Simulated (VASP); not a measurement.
An input for Quantum ESPRESSO's pw.x (written as the equivalent of a VASP run, and not itself run):

```
&CONTROL
  calculation = 'scf'
  pseudo_dir = './pseudo'
  outdir = './out'
  tprnfor = .true.
  tstress = .true.
/
&SYSTEM
  ibrav = 0
  nat = 2
  ntyp = 2
  ecutwfc = 82.3
  occupations = 'smearing'
  smearing = 'gaussian'
  degauss = 0.003675
  input_dft = 'pbe'
/
&ELECTRONS
  conv_thr = 7.3e-08
  electron_maxstep = 100
/
ATOMIC_SPECIES
  Te 127.600 Te.upf
  W 183.840 W.upf
CELL_PARAMETERS angstrom
     0.0000000    3.0144170    3.0144170
     3.0144170    0.0000000    3.0144170
     3.0144170    3.0144170    0.0000000
ATOMIC_POSITIONS crystal
  Te   0.0000000  0.0000000  0.0000000
  W    0.5000000  0.5000000  0.5000000
K_POINTS automatic
  8 8 8 1 1 1
```

**Question.** Translate this input to VASP (INCAR, KPOINTS, POSCAR, choice of POTCAR).

**Answer.** Several could match; the one computed here: 
### POSCAR
```
TeW
1
    0.0000000000     3.0144170000     3.0144170000
    3.0144170000     0.0000000000     3.0144170000
    3.0144170000     3.0144170000     0.0000000000
Te W
1 1
Direct
  0.0000000000   0.0000000000   0.0000000000
  0.5000000000   0.5000000000   0.5000000000
```

**INCAR**
```
SYSTEM = TeW
PREC = Accurate; ENCUT = 400; LREAL = .FALSE.
LASPH = .TRUE.
EDIFF = 1E-6; NELM = 100; ALGO = Normal
LMAXMIX = 6
ISMEAR = 0; SIGMA = 0.05
GGA = PE
ISIF = 2
LWAVE = .FALSE.; LCHARG = .FALSE.
```

File KPOINTS:
```
kpoints
0
Monkhorst-Pack
8 8 8
```

POTCAR, in this order: Te W_sv (PBE.64 set). Program: vasp_std.

Limits of the translation: the potentials are each code's own (VASP's PAW set, PseudoDojo norm-conserving files in pw.x), so ENCUT and ecutwfc are chosen apart and not converted; conv_thr bounds pw.x's estimated SCF error, while EDIFF bounds the energy change between steps; an even Monkhorst-Pack mesh in KPOINTS is the half-step-shifted mesh of pw.x.

The structure was generated: TeW was put into the rocksalt type (Fm-3m), which need not be its known phase. The cell was not relaxed at this level. The run is one of a series of settings (KPOINTS 8×8×8 Monkhorst-Pack mesh against the base run), some of them coarse on purpose.
